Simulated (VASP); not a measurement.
**TaN with PBEsol: from relaxation to properties**

Wanted: the relaxed cell of TaN and its properties. The steps: full relaxation (PBEsol), second relaxation, density, ELF and potential (PBEsol), bands along the symmetry lines (PBEsol), total and projected DOS (PBEsol), vibrations at Γ (PBEsol) and electric field gradients (PBEsol). The start is a computed cell from the Materials Project.

Method: PBEsol; plane waves and PAW (Ta_pv, N), in VASP 6.6.1.

Report form: the programs' logs are mostly left out.

### 1. Starting point

Before any relaxation, the start is as follows. The structure is cubic, space group Fm-3m (No. 225). Conventional cell: a = 4.423 Å, b = 4.423 Å, c = 4.423 Å, α = 90.00°, β = 90.00°, γ = 90.00°. Nearest to Ta lie 6 N at 2.21 Å. N has 6 Ta at 2.21 Å nearest. Farther neighbours and most contacts between anions are not listed.

### 2. Full relaxation (PBEsol)

Properties are meant for the cell that this level of theory prefers, so cell and atoms are relaxed first (ISIF = 3) until forces and stress are small; EDIFFG sets the threshold. PBEsol restores the gradient expansion of exchange and is tuned for the cells of solids.

File INCAR:

```
SYSTEM = TaN
PREC = Accurate
ENCUT = 520
EDIFF = 1E-06
NELM = 100
ISMEAR = 0
SIGMA = 0.05
LREAL = .FALSE.
ALGO = Normal
GGA = PS
NBANDS = 14
LASPH = .TRUE.
LORBIT = 11
LWAVE = .FALSE.
LCHARG = .FALSE.
KPAR = 2
IBRION = 2
NSW = 60
ISIF = 3
EDIFFG = -0.01
```

File POSCAR:

```
TaN
1.0
    0.0000000000      2.2113230000      2.2113230000
    2.2113230000      0.0000000000      2.2113230000
    2.2113230000      2.2113230000      0.0000000000
Ta N
1 1
Direct
    0.5000000000      0.5000000000      0.5000000000
    0.0000000000      0.0000000000      0.0000000000
```

File KPOINTS:

```
Automatic mesh
0
Gamma
9 9 9
0 0 0
```

Potentials, in the order of the species: Ta_pv and N (PBE family, release 64).

The run is started by

```sh
> mpirun -np 2 vasp_std
```

Elapsed: 12 s, on 2 MPI ranks of Intel Xeon Platinum 8559C (Emerald Rapids), shared host; peak memory 0.27 GiB.

The k-mesh is coarse for a metal. The PAW data sets were made with PBE, which is usual practice but a small mismatch for other functionals. The run keeps the 48 symmetry operations of its start, so it cannot find a distortion of lower symmetry.

The steps of the relaxation:

| step | energy less that of the first step (eV) | largest force (eV/Å) | pressure (GPa) | volume (Å³) |
| --- | --- | --- | --- | --- |
| 1 | 0.0000 | 0.0000 | -9.93 | 21.63 |
| 2 | 0.0982 | 0.0000 | 28.80 | 19.60 |
| 3 | -0.0200 | 0.0000 | -0.27 | 21.01 |
| 4 | -0.0200 | 0.0000 | -0.03 | 21.00 |

| conventional cell, symmetrised | before | after | change |
| --- | --- | --- | --- |
| a (Å) | 4.423 | 4.379 | -1.0 % |
| b (Å) | 4.423 | 4.379 | -1.0 % |
| c (Å) | 4.423 | 4.379 | -1.0 % |
| volume (Å³/atom) | 10.81 | 10.50 | -2.9 % |

Final coordinates:

```cif
data_structure
_symmetry_space_group_name_H-M 'P 1'
_symmetry_Int_Tables_number 1
_cell_length_a 3.0967
_cell_length_b 3.0967
_cell_length_c 3.0967
_cell_angle_alpha 60.000
_cell_angle_beta 60.000
_cell_angle_gamma 60.000
_cell_volume 21.00
loop_
_atom_site_label
_atom_site_type_symbol
_atom_site_fract_x
_atom_site_fract_y
_atom_site_fract_z
_atom_site_occupancy
Ta1 Ta 0.50000 0.50000 0.50000 1
N2 N 0.00000 0.00000 0.00000 1
```

Numbers from this step:

| Quantity | Value |
| --- | --- |
| electrons | 16 |
| bands | 14 |
| irreducible k points | 35 |
| symmetry operations | 48 |
| free energy (TOTEN) | -23.21 eV |
| energy at zero smearing | -23.21 eV |
| Fermi energy | 9.407 eV |
| pressure | -0.03067 GPa |
| metallic | yes |
| SCF cycles over all ionic steps | 31 |

It ends with forces that vanish by symmetry and a pressure of -0.03 GPa.

### 3. Second relaxation

A relaxation keeps the plane waves of the cell it began with, so it is repeated from the new cell, on a basis made for it.

INCAR is that of step 2.

File POSCAR:

```
TaN
1.0
    0.0000000000      2.1896803542      2.1896803542
    2.1896803542      0.0000000000      2.1896803542
    2.1896803542      2.1896803542      0.0000000000
Ta N
1 1
Direct
    0.5000000000      0.5000000000      0.5000000000
    0.0000000000      0.0000000000      0.0000000000
```

KPOINTS is that of step 2.

The run is started by

```sh
> mpirun -np 2 vasp_std
```

Elapsed: 5.2 s, on 2 MPI ranks; peak memory 0.27 GiB; 8.7 s of CPU time.

Little changed from the start: no atom moved by 0.005 Å and no cell edge by 0.1 %.

This step gave:

| Property | Result |
| --- | --- |
| pressure | -0.03508 GPa |
| SCF cycles over all ionic steps | 12 |

It ends with forces that vanish by symmetry and a pressure of -0.04 GPa. The volume moved by under 0.01 %: the run met its threshold at the first step.

### 4. Density, ELF and potential (PBEsol)

The relaxed cell gets a fresh self-consistent run, on a basis set for its own volume, to fix the density and to check the remaining stress.

Changes to INCAR since step 3:

```diff
@@ -14,7 +14,5 @@
 LWAVE = .FALSE.
-LCHARG = .FALSE.
-KPAR = 2
-IBRION = 2
-NSW = 60
-ISIF = 3
-EDIFFG = -0.01
+LCHARG = .TRUE.
+ISIF = 2
+LELF = .TRUE.
+LVHAR = .TRUE.
```

POSCAR is that of step 3.

KPOINTS is that of step 3.

The run is started by

```sh
> mpirun -np 2 vasp_std
```

Elapsed: 5.8 s, on 2 MPI ranks; peak memory 0.23 GiB; 9.8 s of CPU time.

This step gave:

```
electronic steps : 12
```

Valence electrons inside each PAW sphere by angular momentum. Sphere charges, by row:

```csv
atom,s (e),p (e),d (e),tot (e)
Ta1,0.277,6.231,2.473,8.981
N2,1.222,2.537,0,3.759
```

Electrostatic potential energy in the ac plane of the conventional cell at fractional y = 0.000, with atoms of Ta and N within 0.2 Å of it. With pseudopotentials it is smooth inside the atoms' cores, unlike the true potential.

Values in eV, 14 rows by 14 columns, each cell a mean:
```
-49 -42 -11  -8 -15 -21 -25 -26 -23 -18 -12  -7 -23 -51
-30 -15  -5  -6 -12 -17 -21 -22 -19 -15  -9  -4  -7 -23
 -8  -6  -3  -3  -7 -12 -15 -16 -14 -10  -5  -3  -4  -7
-13 -11  -7  -4  -3  -6  -8  -9  -7  -4  -3  -5  -9 -12
-19 -17 -13  -7  -3  -5 -11 -15  -8  -4  -4 -10 -15 -18
-24 -22 -17 -11  -6 -15 -42 -48 -30  -8  -7 -14 -19 -23
-27 -24 -19 -13  -8 -30 -49 -40 -48 -15  -9 -16 -22 -26
-26 -23 -18 -12  -7 -23 -51 -49 -42 -11  -8 -15 -21 -25
-22 -19 -15  -9  -4  -7 -23 -30 -15  -5  -6 -12 -17 -21
-16 -14 -10  -5  -3  -4  -7  -8  -6  -3  -3  -7 -12 -15
 -9  -7  -4  -3  -5  -9 -12 -13 -11  -7  -4  -3  -6  -8
-15  -8  -4  -4 -10 -15 -18 -19 -17 -13  -7  -3  -5 -11
-48 -30  -8  -7 -14 -19 -23 -24 -22 -17 -11  -6 -15 -42
-40 -48 -15  -9 -16 -22 -26 -27 -24 -19 -13  -8 -30 -49
```
Columns run along a (4.4 Å; values clipped at the 3rd and 97th percentile), rows up along c (4.4 Å), edges of the conventional cell, whose origin can differ from the input's. Atoms in or near the plane, at fractional coordinates: Ta at (0.50, 0.00), Ta at (0.00, 0.50), N at (0.00, 0.00), N at (0.50, 0.50).

Valence density in the ac plane of the conventional cell at fractional y = 0.000, with atoms of Ta and N within 0.2 Å of it. It is the smooth field of the valence electrons, not physical close to the nuclei.

Values in e/Å³, 14 rows by 14 columns, each cell a mean:
```
3.4 2.5 1.1 0.6 0.9 2.3 3.7 4.0 3.2 1.6 0.6 0.7 1.6 3.1
1.9 1.3 0.7 0.4 0.6 1.4 2.3 2.6 1.9 0.9 0.4 0.5 0.9 1.6
0.8 0.6 0.4 0.3 0.3 0.6 0.9 1.0 0.8 0.4 0.3 0.3 0.5 0.7
0.7 0.5 0.3 0.3 0.3 0.4 0.6 0.6 0.5 0.3 0.3 0.3 0.4 0.6
1.8 1.3 0.6 0.3 0.4 0.7 1.1 1.2 0.9 0.5 0.3 0.4 0.9 1.6
3.5 2.7 1.3 0.5 0.6 1.3 2.5 2.8 1.9 0.9 0.5 0.8 1.9 3.2
4.3 3.5 1.8 0.7 0.8 1.9 3.4 3.7 2.8 1.2 0.6 1.0 2.6 4.0
4.0 3.2 1.6 0.6 0.7 1.6 3.1 3.4 2.5 1.1 0.6 0.9 2.3 3.7
2.6 1.9 0.9 0.4 0.5 0.9 1.6 1.9 1.3 0.7 0.4 0.6 1.4 2.3
1.0 0.8 0.4 0.3 0.3 0.5 0.7 0.8 0.6 0.4 0.3 0.3 0.6 0.9
0.6 0.5 0.3 0.3 0.3 0.4 0.6 0.7 0.5 0.3 0.3 0.3 0.4 0.6
1.2 0.9 0.5 0.3 0.4 0.9 1.6 1.8 1.3 0.6 0.3 0.4 0.7 1.1
2.8 1.9 0.9 0.5 0.8 1.9 3.2 3.5 2.7 1.3 0.5 0.6 1.3 2.5
3.7 2.8 1.2 0.6 1.0 2.6 4.0 4.3 3.5 1.8 0.7 0.8 1.9 3.4
```
Columns run along a (4.4 Å), rows up along c (4.4 Å), edges of the conventional cell, whose origin can differ from the input's. Atoms in or near the plane, at fractional coordinates: Ta at (0.50, 0.00), Ta at (0.00, 0.50), N at (0.00, 0.00), N at (0.50, 0.50).

ELF in the ac plane of the conventional cell at fractional y = 0.000, with atoms of Ta and N within 0.2 Å of it. It is the smooth field of the valence electrons, not physical close to the nuclei.

Ten even steps from '0' (0.02) to '9' (0.77), each cell a mean:
```
69943410243697
99733443442599
76432333322356
33223344432223
34324799863244
13436998984342
01337963894330
02436976994341
34425999973344
33223567643233
44322233322334
98632443432479
89843421343699
38943300133796
```
Columns run along a (4.4 Å), rows up along c (4.4 Å), edges of the conventional cell, whose origin can differ from the input's. Atoms in or near the plane, at fractional coordinates: Ta at (0.50, 0.00), Ta at (0.00, 0.50), N at (0.00, 0.00), N at (0.50, 0.50).

In this run the pressure is -0.04 GPa, small enough to go on.

### 5. Bands along the symmetry lines (PBEsol)

The mesh alone shows little of the dispersion and can miss band extrema, so KPOINTS_OPT adds a path through the symmetry points after the self-consistent cycle.

File INCAR:

```
SYSTEM = TaN
PREC = Accurate
ENCUT = 520
EDIFF = 1E-06
NELM = 100
ISMEAR = 0
SIGMA = 0.05
LREAL = .FALSE.
ALGO = Normal
GGA = PS
NBANDS = 20
LASPH = .TRUE.
LORBIT = 11
LWAVE = .FALSE.
LCHARG = .FALSE.
KPAR = 2
```

POSCAR is that of step 4.

KPOINTS is that of step 4.

File KPOINTS_OPT:

```
Line mode
16
Line-mode
Reciprocal
  0.00000000   0.00000000   0.00000000 GAMMA
  0.50000000   0.00000000   0.50000000 X

  0.50000000   0.00000000   0.50000000 X
  0.50000000   0.25000000   0.75000000 W

  0.50000000   0.25000000   0.75000000 W
  0.37500000   0.37500000   0.75000000 K

  0.37500000   0.37500000   0.75000000 K
  0.00000000   0.00000000   0.00000000 GAMMA

  0.00000000   0.00000000   0.00000000 GAMMA
  0.50000000   0.50000000   0.50000000 L

  0.50000000   0.50000000   0.50000000 L
  0.62500000   0.25000000   0.62500000 U

  0.62500000   0.25000000   0.62500000 U
  0.50000000   0.25000000   0.75000000 W

  0.50000000   0.25000000   0.75000000 W
  0.50000000   0.50000000   0.50000000 L

  0.50000000   0.50000000   0.50000000 L
  0.37500000   0.37500000   0.75000000 K

  0.62500000   0.25000000   0.62500000 U
  0.50000000   0.00000000   0.50000000 X
```

The run is started by

```sh
> mpirun -np 2 vasp_std
```

Elapsed: 15 s, on 2 MPI ranks; peak memory 0.28 GiB.

Spin-orbit coupling is off here; with elements this heavy it splits and shifts levels by tenths of an eV or more.

Numbers from this step:

```
bands    : 20
pressure : -0.03783 GPa
```

Electronic bands along the path, in eV, zero at the Fermi level; # counts the bands kept:

```csv
point,#1,#2,#3,#4,#5,#6,#7,#8
Γ,-3.72,-3.72,-3.72,-2.05,-2.05,-2.05,0.14,0.14
0.53 of the way,-8.15,-4.82,-4.82,-4.26,1.19,2.07,2.07,2.78
X,-6.55,-5.48,-4.53,-4.53,2.24,3.74,3.74,4.81
0.47 of the way,-6.64,-6.26,-6.00,-2.97,2.71,3.31,3.75,5.13
W,-7.43,-6.72,-6.72,-0.07,-0.07,3.76,4.30,4.70
0.47 of the way,-7.53,-6.73,-6.47,-1.37,1.28,3.55,4.45,4.94
K,-7.66,-6.73,-6.12,-2.16,2.64,2.72,4.81,5.23
0.47 of the way,-8.58,-6.99,-6.21,-0.33,0.05,1.83,2.38,6.20
Γ,-3.72,-3.72,-3.72,-2.05,-2.05,-2.05,0.14,0.14
0.53 of the way,-7.91,-6.42,-6.42,-0.53,-0.10,-0.10,4.44,4.44
L,-10.39,-7.57,-7.57,2.06,2.06,2.16,3.96,7.80
0.47 of the way,-9.54,-7.18,-7.15,0.27,1.92,2.09,5.49,7.14
U,-7.66,-6.73,-6.12,-2.16,2.64,2.72,4.81,5.23
0.53 of the way,-7.53,-6.73,-6.47,-1.37,1.28,3.55,4.45,4.94
W,-7.43,-6.72,-6.72,-0.07,-0.07,3.76,4.30,4.70
0.47 of the way,-9.01,-7.01,-6.93,0.24,0.66,2.87,5.30,6.41
L,-10.39,-7.57,-7.57,2.06,2.06,2.16,3.96,7.80
0.53 of the way,-9.31,-7.10,-7.04,-0.05,1.93,2.12,5.43,6.96
K,-7.66,-6.73,-6.12,-2.16,2.64,2.72,4.81,5.23
jump to U,-7.66,-6.73,-6.12,-2.16,2.64,2.72,4.81,5.23
0.47 of the way,-6.61,-6.39,-5.16,-3.67,3.29,3.37,3.44,5.03
X,-6.55,-5.48,-4.53,-4.53,2.24,3.74,3.74,4.81
```

Of the projections kept (Ta, N), the largest for each band there; the rest of the weight can lie on other orbitals:

| point | #1 | #2 | #3 | #4 | #5 | #6 | #7 | #8 |
| --- | --- | --- | --- | --- | --- | --- | --- | --- |
| Γ | N 0.96 | N 0.96 | N 0.96 | Ta 1.00 | Ta 1.00 | Ta 1.00 | Ta 1.00 | Ta 1.00 |
| X | N 0.68 | Ta 1.00 | N 0.86 | N 0.86 | Ta 1.00 | Ta 1.00 | Ta 1.00 | Ta 0.74 |
| W | N 0.59 | N 0.54 | N 0.54 | Ta 0.68 | Ta 0.68 | Ta 1.00 | Ta 0.84 | Ta 0.97 |
| K | Ta 0.50 | N 0.60 | N 0.64 | Ta 0.74 | Ta 0.77 | Ta 1.00 | Ta 0.85 | Ta 0.82 |
| Γ | N 0.96 | N 0.96 | N 0.96 | Ta 1.00 | Ta 1.00 | Ta 1.00 | Ta 1.00 | Ta 1.00 |
| L | Ta 0.57 | N 0.52 | N 0.52 | Ta 0.94 | Ta 0.94 | Ta 0.69 | Ta 0.73 | Ta 0.66 |

There is no gap at this level.

### 6. Total and projected DOS (PBEsol)

A density of states needs more k-points than a total energy; ISMEAR = -5 takes tetrahedra, and LORBIT projects the states on the PAW spheres. The mesh is finer than in the run before.

Changes to INCAR since step 5:

```diff
@@ -5,3 +5,3 @@
 NELM = 100
-ISMEAR = 0
+ISMEAR = -5
 SIGMA = 0.05
@@ -16 +16,2 @@
 KPAR = 2
+NEDOS = 2001
```

POSCAR is that of step 5.

File KPOINTS:

```
Automatic mesh
0
Gamma
13 13 13
0 0 0
```

The run is started by

```sh
> mpirun -np 2 vasp_std
```

The job ended after 12 s (2 MPI ranks; peak memory 0.3 GiB; 22 s of CPU time).

With tetrahedra the forces and stress of a metal are not exact derivatives of the energy.

Numbers from this step:

* electronic steps: 13
* irreducible k points: 84
* free energy (TOTEN): -23.22 eV
* Fermi energy: 9.506 eV
* pressure: -0.001244 GPa
* DOS at the Fermi level: 0.7089 states/eV/cell

The density of states has structure finer than the step of the table below, so its rows give means over 1 eV, whole bins alone (the curve runs from -12.0 to 7.90 eV). Peaks (eV: height): total -6.8: 4.04, 2.0: 2.29, 5.0: 1.55, 7.7: 1.18; Ta d -6.8: 0.845, 2.0: 1.62, 3.3: 1.36, 5.0: 0.822; N p -6.8: 1.50, 7.7: 0.325; Ta s -9.1: 0.101, 4.8: 0.0613; N s 5.0: 0.167.

States under -12.0 eV and over 7.9 eV are left out. The density of states by energy, zero at the Fermi level; means over each step; values in states/eV/cell:

```csv
energy (eV),total,Ta d,N p,Ta s,N s,Ta p
-11,0,0,0,0,0,0
-10,0.209,0.0346,0.0571,0.0300,0.00190,0.00280
-9,0.771,0.131,0.235,0.0870,0.00896,0.0197
-8,0.779,0.141,0.268,0.0553,0.00818,0.0330
-7,2.67,0.637,1.01,0.0129,0.00900,0.156
-6,1.16,0.282,0.446,0.00478,0.00377,0.0513
-5,0.389,0.0650,0.181,0.00121,9.7e-4,0.0172
-4,0.168,0.0532,0.0521,7.1e-4,3.4e-4,0.00474
-3,0.303,0.139,0.0583,0.00205,0.00109,0.00327
-2,0.498,0.268,0.0711,0.00395,0.00255,0.00201
-1,0.685,0.381,0.0954,0.00657,0.00500,0.00216
0,0.751,0.459,0.0856,0.00653,0.00618,0.00331
1,1.11,0.747,0.118,0.00964,0.00893,0.00436
2,1.87,1.34,0.189,0.0234,0.0238,0.00536
3,1.56,1.14,0.125,0.0365,0.0415,0.00867
4,1.05,0.612,0.0973,0.0481,0.0835,0.0248
5,1.22,0.593,0.134,0.0469,0.116,0.0641
6,0.682,0.332,0.130,0.0190,0.0266,0.0380
7,0.629,0.296,0.153,0.0301,0.00735,0.0277
```

The finer mesh and the other smearing move the Fermi level by +0.10 eV from the 9×9×9 run, one measure of the sampling error in the zero of the bands above. Of the states within 0.3 eV of the Fermi level, the largest shares in the PAW spheres are Ta d 61 % and N p 11 %. The rest lies in smaller channels or between the spheres.

### 7. Vibrations at Γ (PBEsol)

Zone-centre modes test whether the atoms sit at a minimum within this cell. IBRION = 8 takes the force constants from linear response, which needs tightly converged orbitals.

File INCAR:

```
SYSTEM = TaN
PREC = Accurate
ENCUT = 520
EDIFF = 1E-08
NELM = 100
ISMEAR = 1
SIGMA = 0.2
LREAL = .FALSE.
ALGO = Normal
GGA = PS
NBANDS = 14
LASPH = .TRUE.
LORBIT = 11
LWAVE = .FALSE.
LCHARG = .FALSE.
KPAR = 2
IBRION = 8
ISIF = 2
```

POSCAR is that of step 6.

File KPOINTS:

```
Automatic mesh
0
Gamma
15 15 15
0 0 0
```

The run is started by

```sh
> mpirun -np 2 vasp_std
```

Elapsed: 1.7 min, on 2 MPI ranks; peak memory 0.61 GiB; 3.4 min of CPU time.

Energies printed during the response cycles are not total energies of the cell.

This step gave:

```
bands                     : 14
irreducible k points      : 120
pressure of the cell      : -0.01725 GPa
largest force of the cell : 0 eV/Å
Fermi energy              : 9.510 eV
```

Modes at Γ, with each element's share of the kinetic energy:

```
mode  frequency (cm⁻¹)  symmetry  Ta %  N %
   1               0.0  acoustic    93    7
   2               0.0  acoustic    93    7
   3               0.0  acoustic    93    7
   4             414.9       T1u     7   93
   5             414.9       T1u     7   93
   6             414.9       T1u     7   93
```

Displacements in mode 4 (414.9 cm⁻¹), the largest set to 1:
```
Ta1  0.00  0.00 -0.08
N2   0.00  0.00  1.00
```

The three acoustic modes come out at zero, and all others are real. By the characters of their eigenvectors the optical modes sort into (cm⁻¹) infrared active: T1u 415.

### 8. Electric field gradients (PBEsol)

Field gradients probe how far the charge around each nucleus departs from cubic symmetry; LASPH keeps the non-spherical terms inside the spheres.

File INCAR:

```
SYSTEM = TaN
PREC = Accurate
ENCUT = 520
EDIFF = 1E-07
NELM = 100
ISMEAR = 0
SIGMA = 0.05
LREAL = .FALSE.
ALGO = Normal
GGA = PS
NBANDS = 14
LASPH = .TRUE.
LORBIT = 11
LWAVE = .FALSE.
LCHARG = .FALSE.
KPAR = 2
LEFG = .TRUE.
```

POSCAR is that of step 7.

File KPOINTS:

```
Automatic mesh
0
Gamma
9 9 9
0 0 0
```

The run is started by

```sh
> mpirun -np 2 vasp_std
```

The job ended after 7.4 s (2 MPI ranks; peak memory 0.26 GiB; 13 s of CPU time).

Numbers from this step:

```
electronic steps     : 14
irreducible k points : 35
free energy (TOTEN)  : -23.21 eV
Fermi energy         : 9.407 eV
pressure             : -0.01955 GPa
```

Electric field gradients, by row:

| atom | Vxx (V/Å²) | Vyy (V/Å²) | Vzz (V/Å²) | asymmetry |
| --- | --- | --- | --- | --- |
| Ta1 | 0 | 0 | 0 | - |
| N2 | 0 | 0 | 0 | - |

All gradients vanish within the noise.

The run ends at a pressure of -0.02 GPa.

### 9. Summary of results

| Quantity | Value |
| --- | --- |
| relaxed volume | 10.50 Å³/atom |
| relaxed conventional cell a, b, c | 4.379, 4.379, 4.379 Å |
| space group after relaxing, within 0.02 Å | Fm-3m (No. 225) |
| band gap | none, a metal |
| DOS at the Fermi level | 0.709 states/eV/cell |
| highest zone-centre mode | 415 cm⁻¹ |
| largest field gradient Vzz | zero within the noise on all sites |

With PBEsol, TaN relaxes to 10.50 Å³/atom in space group Fm-3m (held by the symmetry of the run) and comes out as a metal. Bands along the symmetry lines (PBEsol): Of the bands kept, 3 cross the Fermi level on this path. Vibrations at Γ (PBEsol): The highest mode in this list at Γ, 414.9 cm⁻¹, is mostly motion of N (93 % of the kinetic energy). Spin-orbit coupling is left out, and with elements this heavy it would split and shift bands near the Fermi level. The k-sampling is coarse for a metal, so the Fermi level, pressures and the shape of the cell carry errors. Modes at Γ alone can't show that the crystal is stable at other wave vectors. No search among competing phases was made, and a listed structure need not be the one stable at ambient conditions. All values are for a static lattice at zero temperature.

[Lines on the potential files, build, host, timing and source positions are cut from VASP's logs without a mark.]

[Logs are printed without paths, hosts, clocks, repeated set-up lines and the standing remarks that a program may print on its own settings, such as how far it seeks lower states.]

[Hosts, paths, dates, database ids (printed as entryN), source tags and the programs' standing remarks are cut or masked in the printed files.]

[A measured line is paired with the nearest computed mode of its activity, which favours agreement.]
